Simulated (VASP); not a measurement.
All values below come from PBE GGA, VASP's PBE PAW potentials (set 64) (plane waves; VASP).

VASP ran on this input.

**KPOINTS**
```
Regular mesh
0
G
  1 1 1
```

### INCAR
```
# general
SYSTEM =Ti24O48
PREC   =Normal
ENCUT  =400
LREAL  =Auto
LASPH  =.True.

# electronic loop
EDIFF  =1E-6
NELM   =100
NELMIN =4
ALGO   =Fast
LMAXMIX=4

# smearing
ISMEAR =0
SIGMA  =0.05

# functional
GGA    =PE

# output
LWAVE  =.False.
LCHARG =.False.
LORBIT =11
LVHAR  =.True.
```

**POSCAR**
```
Ti24O48
1.0
  9.3112496648   0.0000000000   0.0000000000
  0.0000000000   9.3112496648   0.0000000000
  0.0000000000   0.0000000000   8.9060270302
Ti O
24 48
Cart
  9.3112496648   9.3112496648   8.9060270302
  2.3278124162   2.3278124162   1.4843408070
  9.3112496648   0.0000000000   2.9686727081
  2.3278124162   2.3278124162   4.4530135151
  9.3112496648   0.0000000000   5.9373543221
  2.3278124162   2.3278124162   7.4216862232
  9.3112496648   4.6556248324   8.9060270302
  2.3278124162   6.9834372486   1.4843408070
  9.3112496648   4.6556248324   2.9686727081
  2.3278124162   6.9834372486   4.4530135151
  9.3112496648   4.6556248324   5.9373543221
  2.3278124162   6.9834372486   7.4216862232
  4.6556248324   9.3112496648   0.0000000000
  6.9834372486   2.3278124162   1.4843408070
  4.6556248324   0.0000000000   2.9686727081
  6.9834372486   2.3278124162   4.4530135151
  4.6556248324   0.0000000000   5.9373543221
  6.9834372486   2.3278124162   7.4216862232
  4.6556248324   4.6556248324   8.9060270302
  6.9834372486   6.9834372486   1.4843408070
  4.6556248324   4.6556248324   2.9686727081
  6.9834372486   6.9834372486   4.4530135151
  4.6556248324   4.6556248324   5.9373543221
  6.9834372486   6.9834372486   7.4216862232
  1.4185404108   1.4185404108   8.9060270302
  3.7463528270   0.9092720054   1.4843408070
  0.9092720054   3.7463528270   1.4843408070
  3.2370844216   3.2370844216   0.0000000000
  1.4185404108   1.4185404108   2.9686727081
  3.7463528270   0.9092720054   4.4530135151
  0.9092720054   3.7463528270   4.4530135151
  3.2370844216   3.2370844216   2.9686727081
  1.4185404108   1.4185404108   5.9373543221
  3.7463528270   0.9092720054   7.4216862232
  0.9092720054   3.7463528270   7.4216862232
  3.2370844216   3.2370844216   5.9373543221
  1.4185404108   6.0741652432   0.0000000000
  3.7463528270   5.5648968378   1.4843408070
  0.9092720054   8.4019776594   1.4843408070
  3.2370844216   7.8927092540   8.9060270302
  1.4185404108   6.0741652432   2.9686727081
  3.7463528270   5.5648968378   4.4530135151
  0.9092720054   8.4019776594   4.4530135151
  3.2370844216   7.8927092540   2.9686727081
  1.4185404108   6.0741652432   5.9373543221
  3.7463528270   5.5648968378   7.4216862232
  0.9092720054   8.4019776594   7.4216862232
  3.2370844216   7.8927092540   5.9373543221
  6.0741652432   1.4185404108   8.9060270302
  8.4019776594   0.9092720054   1.4843408070
  5.5648968378   3.7463528270   1.4843408070
  7.8927092540   3.2370844216   8.9060270302
  6.0741652432   1.4185404108   2.9686727081
  8.4019776594   0.9092720054   4.4530135151
  5.5648968378   3.7463528270   4.4530135151
  7.8927092540   3.2370844216   2.9686727081
  6.0741652432   1.4185404108   5.9373543221
  8.4019776594   0.9092720054   7.4216862232
  5.5648968378   3.7463528270   7.4216862232
  7.8927092540   3.2370844216   5.9373543221
  6.0741652432   6.0741652432   0.0000000000
  8.4019776594   5.5648968378   1.4843408070
  5.5648968378   8.4019776594   1.4843408070
  7.8927092540   7.8927092540   8.9060270302
  6.0741652432   6.0741652432   2.9686727081
  8.4019776594   5.5648968378   4.4530135151
  5.5648968378   8.4019776594   4.4530135151
  7.8927092540   7.8927092540   2.9686727081
  6.0741652432   6.0741652432   5.9373543221
  8.4019776594   5.5648968378   7.4216862232
  5.5648968378   8.4019776594   7.4216862232
  7.8927092540   7.8927092540   5.9373543221
```

POTCAR, in this order: Ti O (PBE.64 set). Program: vasp_gam. Read from the step before: WAVECAR.

Output

File OSZICAR:
```
       N       E                     dE             d eps       ncg     rms          rms(c)
DAV:   1    -0.633681759758E+03   -0.63368E+03   -0.35305E-05   616   0.152E-02    0.115E-02
RMM:   2    -0.633681757916E+03    0.18413E-05   -0.22547E-05   520   0.113E-02    0.751E-03
RMM:   3    -0.633681758107E+03   -0.19054E-06   -0.38620E-06   415   0.498E-03    0.246E-03
RMM:   4    -0.633681758157E+03   -0.49680E-07   -0.57603E-07   342   0.150E-03
   1 F= -.63368176E+03 E0= -.63368176E+03  d E =-.102075E-10
```

**OUTCAR**
```
------------------------ aborting loop because EDIFF is reached ----------------------------------------
  FORCE on cell =-STRESS in cart. coord.  units (eV):
  Direction    XX          YY          ZZ          XY          YZ          ZX
  --------------------------------------------------------------------------------------
  Total      -25.8080675    -25.8080675    -22.4956554      0.0000000      0.0000000      0.0000000
  in kB      -53.5508188    -53.5508188    -46.6776821      0.0000000      0.0000000      0.0000000
  external PRESSURE =     -51.2597732 kB  Pullay stress =       0.0000000 kB
  volume of cell :      772.15
      direct lattice vectors                 reciprocal lattice vectors
     9.311249665  0.000000000  0.000000000     0.107396970  0.000000000  0.000000000
     0.000000000  9.311249665  0.000000000     0.000000000  0.107396970  0.000000000
     0.000000000  0.000000000  8.906027030     0.000000000  0.000000000  0.112283513
 POSITION                                       TOTAL-FORCE (eV/Angst)
 -----------------------------------------------------------------------------------
      0.00000      0.00000      0.00000         0.000000     -0.000000      0.000000
      2.32781      2.32781      1.48434         0.000000      0.000000      0.000000
      0.00000      0.00000      2.96867         0.000000     -0.000000     -0.000000
      2.32781      2.32781      4.45301         0.000000     -0.000000      0.000000
      0.00000      0.00000      5.93735         0.000000      0.000000      0.000000
      2.32781      2.32781      7.42169         0.000000      0.000000     -0.000000
      0.00000      4.65562      0.00000         0.000000      0.000000      0.000000
      2.32781      6.98344      1.48434         0.000000     -0.000000      0.000000
      0.00000      4.65562      2.96867         0.000000      0.000000     -0.000000
      2.32781      6.98344      4.45301         0.000000      0.000000      0.000000
      0.00000      4.65562      5.93735         0.000000      0.000000      0.000000
      2.32781      6.98344      7.42169         0.000000      0.000000      0.000000
      4.65562      0.00000      0.00000         0.000000      0.000000      0.000000
      6.98344      2.32781      1.48434         0.000000     -0.000000      0.000000
      4.65562      0.00000      2.96867         0.000000      0.000000     -0.000000
      6.98344      2.32781      4.45301         0.000000     -0.000000     -0.000000
      4.65562      0.00000      5.93735         0.000000      0.000000     -0.000000
      6.98344      2.32781      7.42169         0.000000     -0.000000      0.000000
      4.65562      4.65562      0.00000         0.000000     -0.000000     -0.000000
      6.98344      6.98344      1.48434         0.000000      0.000000      0.000000
      4.65562      4.65562      2.96867         0.000000      0.000000      0.000000
      6.98344      6.98344      4.45301         0.000000      0.000000      0.000000
      4.65562      4.65562      5.93735         0.000000      0.000000      0.000000
      6.98344      6.98344      7.42169         0.000000     -0.000000     -0.000000
      1.41854      1.41854      0.00000        -0.000989     -0.000989      0.000000
      3.74635      0.90927      1.48434        -0.000989      0.000989     -0.000000
      0.90927      3.74635      1.48434         0.000989     -0.000989     -0.000000
      3.23708      3.23708      0.00000         0.000989      0.000989      0.000000
      1.41854      1.41854      2.96867        -0.000989     -0.000989     -0.000000
      3.74635      0.90927      4.45301        -0.000989      0.000989      0.000000
      0.90927      3.74635      4.45301         0.000989     -0.000989      0.000000
      3.23708      3.23708      2.96867         0.000989      0.000989     -0.000000
      1.41854      1.41854      5.93735        -0.000989     -0.000989      0.000000
      3.74635      0.90927      7.42169        -0.000989      0.000989      0.000000
      0.90927      3.74635      7.42169         0.000989     -0.000989      0.000000
      3.23708      3.23708      5.93735         0.000989      0.000989     -0.000000
      1.41854      6.07417      0.00000        -0.000989     -0.000989      0.000000
      3.74635      5.56490      1.48434        -0.000989      0.000989     -0.000000
      0.90927      8.40198      1.48434         0.000989     -0.000989      0.000000
      3.23708      7.89271      0.00000         0.000989      0.000989      0.000000
      1.41854      6.07417      2.96867        -0.000989     -0.000989      0.000000
      3.74635      5.56490      4.45301        -0.000989      0.000989     -0.000000
      0.90927      8.40198      4.45301         0.000989     -0.000989     -0.000000
      3.23708      7.89271      2.96867         0.000989      0.000989      0.000000
      1.41854      6.07417      5.93735        -0.000989     -0.000989     -0.000000
      3.74635      5.56490      7.42169        -0.000989      0.000989      0.000000
      0.90927      8.40198      7.42169         0.000989     -0.000989      0.000000
      3.23708      7.89271      5.93735         0.000989      0.000989     -0.000000
      6.07417      1.41854      0.00000        -0.000989     -0.000989     -0.000000
      8.40198      0.90927      1.48434        -0.000989      0.000989     -0.000000
      5.56490      3.74635      1.48434         0.000989     -0.000989      0.000000
      7.89271      3.23708      0.00000         0.000989      0.000989      0.000000
      6.07417      1.41854      2.96867        -0.000989     -0.000989      0.000000
      8.40198      0.90927      4.45301        -0.000989      0.000989      0.000000
      5.56490      3.74635      4.45301         0.000989     -0.000989      0.000000
      7.89271      3.23708      2.96867         0.000989      0.000989      0.000000
      6.07417      1.41854      5.93735        -0.000989     -0.000989      0.000000
      8.40198      0.90927      7.42169        -0.000989      0.000989      0.000000
      5.56490      3.74635      7.42169         0.000989     -0.000989      0.000000
      7.89271      3.23708      5.93735         0.000989      0.000989     -0.000000
      6.07417      6.07417      0.00000        -0.000989     -0.000989      0.000000
      8.40198      5.56490      1.48434        -0.000989      0.000989     -0.000000
      5.56490      8.40198      1.48434         0.000989     -0.000989     -0.000000
      7.89271      7.89271      0.00000         0.000989      0.000989     -0.000000
      6.07417      6.07417      2.96867        -0.000989     -0.000989     -0.000000
      8.40198      5.56490      4.45301        -0.000989      0.000989      0.000000
      5.56490      8.40198      4.45301         0.000989     -0.000989      0.000000
      7.89271      7.89271      2.96867         0.000989      0.000989     -0.000000
      6.07417      6.07417      5.93735        -0.000989     -0.000989      0.000000
      8.40198      5.56490      7.42169        -0.000989      0.000989     -0.000000
      5.56490      8.40198      7.42169         0.000989     -0.000989     -0.000000
      7.89271      7.89271      5.93735         0.000989      0.000989      0.000000
 -----------------------------------------------------------------------------------
    total drift:                                0.000000      0.000000      0.000000
  FREE ENERGIE OF THE ION-ELECTRON SYSTEM (eV)
  ---------------------------------------------------
  free  energy   TOTEN  =      -633.6817581567 eV

  energy  without entropy=     -633.6817581567  energy(sigma->0) =     -633.68175816

 total charge

# of ion       s       p       d       tot
------------------------------------------
    1        0.533   1.048   2.523   4.104
    2        0.533   1.048   2.523   4.104
    3        0.533   1.048   2.523   4.104
    4        0.533   1.048   2.523   4.104
    5        0.533   1.048   2.523   4.104
    6        0.533   1.048   2.523   4.104
    7        0.533   1.048   2.523   4.104
    8        0.533   1.048   2.523   4.104
    9        0.533   1.048   2.523   4.104
   10        0.533   1.048   2.523   4.104
   11        0.533   1.048   2.523   4.104
   12        0.533   1.048   2.523   4.104
...
```
(Selected blocks of OUTCAR.)

At this cut-off the stress carries a Pulay error, which pulls relaxed volumes low. The supercell is sampled at Γ alone, which is coarse: total energies, pressure and levels can be off, energies of defects by several tenths of an eV.

The cell is a supercell, built from TiO2 (rutile).
